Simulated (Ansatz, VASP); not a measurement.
# Cross-check of Y2NOF (Y2NOF MXene monolayer) between VASP and Ansatz, part 2 of 2

One calculation is typed for both programs; each brings its own data sets. How far apart do they land? The structure shown is the start of the Ansatz relaxation below; VASP solves that cell, so the two are compared at the walk's first step.

VASP 6.6.1 and Ansatz 0.2.0.

So far: Starting point; Ansatz: relaxation, PBEsol with D3(BJ).

## (3) VASP: single point, PBEsol with D3(BJ), start cell

Level of this step: PBEsol with D3(BJ); plane waves and PAW (F, Y_sv, N, O) (VASP).

The same cell, functional, mesh and smearing now go to VASP, with its own data sets.

Lines of VASP's logs that name or quote its potential files are left out, and so is its time.

INCAR reads:

```
SYSTEM = Y2NOF
PREC = Accurate
ENCUT = 520
EDIFF = 1E-06
NELM = 120
ISMEAR = -1
SIGMA = 0.05
LREAL = .FALSE.
ALGO = Normal
GGA = PS
IVDW = 12
NBANDS = 26
LASPH = .TRUE.
LORBIT = 11
LWAVE = .FALSE.
LCHARG = .FALSE.
ISIF = 2
LDIPOL = .TRUE.
IDIPOL = 3
DIPOL = 0.5 0.5 0.499
LVHAR = .TRUE.
GGA_COMPAT = .FALSE.
EFERMI = MIDGAP
NELMDL = -8
KPAR = 2
```

POSCAR reads:

```
Y2NOF
1.0
    3.4062600000      0.0000000000      0.0000000000
   -1.7031300000      2.9499080000      0.0000000000
    0.0000000000      0.0000000000     41.3643050000
F Y N O
1 2 1 1
Direct
    0.3333332768      0.6666665537      0.4375753442
    0.6666667232      0.3333334463      0.4654648736
    0.3333332768      0.6666665537      0.5304493814
    0.0000000000      0.0000000000      0.4979571154
    0.6666667232      0.3333334463      0.5624246558
```

KPOINTS reads:

```
Automatic mesh
0
Gamma
12 12 1
0 0 0
```

The projector-augmented-wave data sets are F, Y_sv, N and O (PBE family, release 64).

Run with:

```console
$ mpirun -np 2 vasp_std
```

Numbers of over 12 decimals in the logs are rounded to 6 here.

The log of the run:

```text
[banner, memory and clock lines left out]
running    2 mpi-ranks, on    1 nodes
 distrk:  each k-point on    1 cores,    2 groups
 distr:  one band on    1 cores,    1 groups

 POSCAR found type information on POSCAR F Y N O
 POSCAR found :  4 types and       5 ions
|                                                                             |
|               ----> ADVICE to this user running VASP <----                  |
|                                                                             |
|     You enforced a specific xc type in the INCAR file but a different       |
|     [... a line on the potential file left out ...]
|     I HOPE YOU KNOW WHAT YOU ARE DOING!                                     |
|                                                                             |

 LDA part: xc-table for (Slater+PW92), standard interpolation
 POSCAR, INCAR and KPOINTS ok, starting setup
 FFT: planning ... GRIDC
 FFT: planning ... GRID_SOFT
 FFT: planning ... GRID
 WAVECAR not read
 entering main loop
       N       E                     dE             d eps       ncg     rms          rms(c)
DAV:   1     0.306772618688E+03    0.30677E+03   -0.18365E+04  1300   0.119E+03
DAV:   2     0.877709700322E+00   -0.30589E+03   -0.29822E+03  1328   0.296E+02
DAV:   3    -0.475975132615E+02   -0.48475E+02   -0.48242E+02  1396   0.103E+02
DAV:   4    -0.500691016869E+02   -0.24716E+01   -0.24648E+01  1654   0.234E+01
DAV:   5    -0.501265987017E+02   -0.57497E-01   -0.57469E-01  1464   0.341E+00
DAV:   6    -0.501281071134E+02   -0.15084E-02   -0.15083E-02  1560   0.522E-01
DAV:   7    -0.501281420363E+02   -0.34923E-04   -0.34922E-04  1480   0.720E-02
DAV:   8    -0.501281426585E+02   -0.62217E-06   -0.62217E-06  1488   0.101E-02    0.466E+01
DAV:   9    -0.430756026028E+02    0.70525E+01   -0.67021E+01  1230   0.422E+01    0.485E+01
DAV:  10    -0.422790053631E+02    0.79660E+00   -0.14861E+01  1290   0.120E+01    0.410E+01
DAV:  11    -0.924341604902E+02   -0.50155E+02   -0.46845E+02  1348   0.395E+01    0.441E+01
DAV:  12    -0.402520868182E+02    0.52182E+02   -0.29935E+02  1510   0.409E+01    0.143E+01
DAV:  13    -0.431328051522E+02   -0.28807E+01   -0.46020E+01  1138   0.239E+01    0.931E+00
DAV:  14    -0.429600480284E+02    0.17276E+00   -0.12566E+00  1480   0.546E+00    0.699E+00
[...]
DAV:  35    -0.418336949681E+02   -0.59502E-05   -0.19502E-05  1138   0.175E-02    0.357E-03
DAV:  36    -0.418337025643E+02   -0.75962E-05   -0.20678E-06  1020   0.591E-03    0.316E-03
DAV:  37    -0.418337090554E+02   -0.64911E-05   -0.11920E-06   960   0.433E-03    0.241E-03
DAV:  38    -0.418337135287E+02   -0.44733E-05   -0.35724E-07   930   0.244E-03    0.146E-03
DAV:  39    -0.418337156790E+02   -0.21502E-05   -0.12850E-07  1000   0.126E-03    0.857E-04
DAV:  40    -0.418337179846E+02   -0.23056E-05   -0.29001E-07   930   0.225E-03    0.674E-04
DAV:  41    -0.418337191375E+02   -0.11529E-05   -0.16968E-07   964   0.140E-03    0.620E-04
DAV:  42    -0.418337193928E+02   -0.25533E-06   -0.34286E-08  1018   0.741E-04
   1 F= -.42588962E+02 E0= -.42588534E+02  d E =-.856576E-03
```

Parts of OUTCAR (step 3):

```text
ion  position               nearest neighbor table
   1  0.333  0.667  0.438-   2 2.28   2 2.28   2 2.28
   2  0.667  0.333  0.465-   1 2.28   1 2.28   1 2.28   4 2.38   4 2.38   4 2.38   3 3.33   3 3.33
                             3 3.33
   3  0.333  0.667  0.530-   5 2.37   5 2.37   5 2.37   4 2.38   4 2.38   4 2.38   2 3.33   2 3.33
                             2 3.33
   4  0.000  0.000  0.498-   2 2.38   2 2.38   2 2.38   3 2.38   3 2.38   3 2.38
   5  0.667  0.333  0.562-   3 2.37   3 2.37   3 2.37

  LATTYP: Found a hexagonal cell.
 ALAT       =     3.4062600000
 C/A-ratio  =    12.1436135233

 Subroutine GETGRP returns: Found  6 space group operations
 (whereof  6 operations were pure point group operations)

The static configuration has the point symmetry C_3v.

 Found     19 irreducible k-points:

   k-points           NKPTS =     19   k-points in BZ     NKDIM =     19   number of bands    NBANDS=     26

   dimension x,y,z NGX =    28 NGY =   28 NGZ =  320
   dimension x,y,z NGXF=    56 NGYF=   56 NGZF=  640

   ENCUT  =  520.0 eV  38.22 Ry    6.18 a.u.   6.33  6.33 76.91*2*pi/ulx,y,z

   NELECT =      40.0000    total number of electrons

 k-points in reciprocal lattice and weights: Automatic mesh
   0.00000000  0.00000000  0.00000000       0.007
   0.08333333  0.00000000  0.00000000       0.042
   0.16666667 -0.00000000  0.00000000       0.042
   0.25000000  0.00000000  0.00000000       0.042
   0.33333333 -0.00000000  0.00000000       0.042
   0.41666667 -0.00000000  0.00000000       0.042
   0.50000000  0.00000000  0.00000000       0.021
   0.08333333  0.08333333  0.00000000       0.042
   0.16666667  0.08333333  0.00000000       0.083
[...]
0.33333333  0.25000000  0.00000000       0.083
   0.33333333  0.33333333  0.00000000       0.014

 dipolmoment           0.000000      0.000000      0.369374 electrons x Angstroem

 average (electrostatic) potential at core
       1 -86.6001       2 -44.8111       3 -42.1178       4 -72.1667       5 -76.6319

 E-fermi :  -3.8683

 k-point     1 :       0.0000    0.0000    0.0000
  band No.  band energies     occupation
    ...
     16      -6.9622      2.00000
     17      -6.9622      2.00000
     18      -4.8278      2.00000
     19      -4.1907      1.99683
     20      -4.1907      1.99683
     21      -2.9149      0.00000
     22      -1.9303      0.00000
     23      -1.9303      0.00000
     24      -1.7442      0.00000
     25      -1.6221      0.00000
    ...

 k-point     2 :       0.0833    0.0000    0.0000
  band No.  band energies     occupation
    ...
     16      -7.0804      2.00000
     17      -6.9595      2.00000
     18      -4.8303      2.00000
     19      -4.2662      1.99930
     20      -4.2070      1.99771
     21      -2.8119      0.00000
     22      -2.1273      0.00000
     23      -1.7972      0.00000
     24      -1.7285      0.00000
     25      -1.5144      0.00000
    ...

 k-point     3 :       0.1667   -0.0000    0.0000
  band No.  band energies     occupation
    ...
     16      -7.3245      2.00000
     17      -6.9549      2.00000
     18      -4.9505      2.00000
     19      -4.3208      1.99977
     20      -4.2359      1.99872
     21      -2.8150      0.00000
     22      -2.2664      0.00000
     23      -1.6443      0.00000
     24      -1.4184      0.00000
     25      -1.1606      0.00000
    ...

 Edisp (eV)   -0.75524

  Total       0.49378     0.49378    -3.43888     0.00000     0.00000    -0.00000
  in kB       1.90339     1.90340   -13.25611     0.00000     0.00000    -0.00000
  external pressure =       -3.15 kB  Pullay stress =        0.00 kB

  energy-cutoff  :      520.00
  volume of cell :      415.63
      direct lattice vectors                 reciprocal lattice vectors
     3.406260000  0.000000000  0.000000000     0.293577120  0.169496811  0.000000000
    -1.703130000  2.949908000  0.000000000     0.000000000  0.338993623  0.000000000
     0.000000000  0.000000000 41.364305000     0.000000000  0.000000000  0.024175433

 POSITION                                       TOTAL-FORCE (eV/Angst)
 -----------------------------------------------------------------------------------
     -0.00000      1.96661     18.10000        -0.000000     -0.000000     -0.591185
      1.70313      0.98330     19.25363         0.000000      0.000000      1.485067
     -0.00000      1.96661     21.94167         0.000000      0.000000      6.888775
      0.00000      0.00000     20.59765        -0.000000      0.000000     -3.236021
      1.70313      0.98330     23.26431         0.000000     -0.000000     -4.546636
 -----------------------------------------------------------------------------------
    total drift:                                0.000000      0.000222     -0.000244

  FREE ENERGIE OF THE ION-ELECTRON SYSTEM (eV)
  ---------------------------------------------------
  free  energy   TOTEN  =       -42.5889621647 eV

  energy  without entropy=      -42.5881055884  energy(sigma->0) =      -42.58853388

 vacuum level on the upper side and lower side of the slab         4.961        -1.691

 total charge
# of ion       s       p       d       f       tot
--------------------------------------------------
    1        1.736   4.370   0.000   0.000   6.106
    2        2.197   6.490   1.144   0.120   9.951
    3        2.192   6.527   1.101   0.107   9.927
    4        1.247   2.424   0.000   0.000   3.671
    5        1.574   3.274   0.000   0.000   4.849
--------------------------------------------------
tot          8.946  23.086   2.244   0.227  34.503

[... 3 further parts left out ...]
```

The gap is read on the k-mesh alone, so it is an upper bound where the band edges lie off the mesh.

## (4) Differences

Known differences besides the potentials themselves: Ansatz cuts the interaction across the vacuum, VASP repeats the sheet with a dipole correction; the cutoff is 420 eV in Ansatz and 520 eV in VASP; Ansatz makes its cores anew for this functional, VASP keeps those of its PBE data sets. Total energies have different zeros and are not compared.

Forces (eV/Å; atoms numbered as in POSCAR):

```
atom        Ansatz x, y, z          VASP x, y, z
  F1  0.000, 0.000, -0.591  0.000, 0.000, -0.591
  Y2   0.000, 0.000, 1.484   0.000, 0.000, 1.485
  Y3   0.000, 0.000, 6.906   0.000, 0.000, 6.889
  N4  0.000, 0.000, -3.243  0.000, 0.000, -3.236
  O5  0.000, 0.000, -4.557  0.000, 0.000, -4.547
```

The forces differ by 5.5 meV/Å r.m.s., which is 0.2 % of the r.m.s. force of 2.326 eV/Å (both taken over all components). With vacuum in the cell, a pressure given here is an average over mostly empty space and none of the material.

## (5) Results

| Item | Value |
| --- | --- |
| r.m.s. force difference (single point, PBEsol with D3(BJ), start cell) | 0.24 % of the r.m.s. force |

In words: The r.m.s. force difference is 0.24 % of the r.m.s. force (single point, PBEsol with D3(BJ), start cell), within the 3 % picked in this series as the mark of a large difference. Such differences can come from data sets, numerical settings and the points named under the comparisons, not from the functional's error against experiment.

[Lines on the potential files, build, host, timing and source positions are cut from VASP's logs without a mark.]

[Logs are printed without paths, hosts, clocks, repeated set-up lines and the standing remarks that a program may print on its own settings, such as how far it seeks lower states.]

[Hosts, paths, dates, database ids (printed as entryN), source tags and the programs' standing remarks are cut or masked in the printed files.]
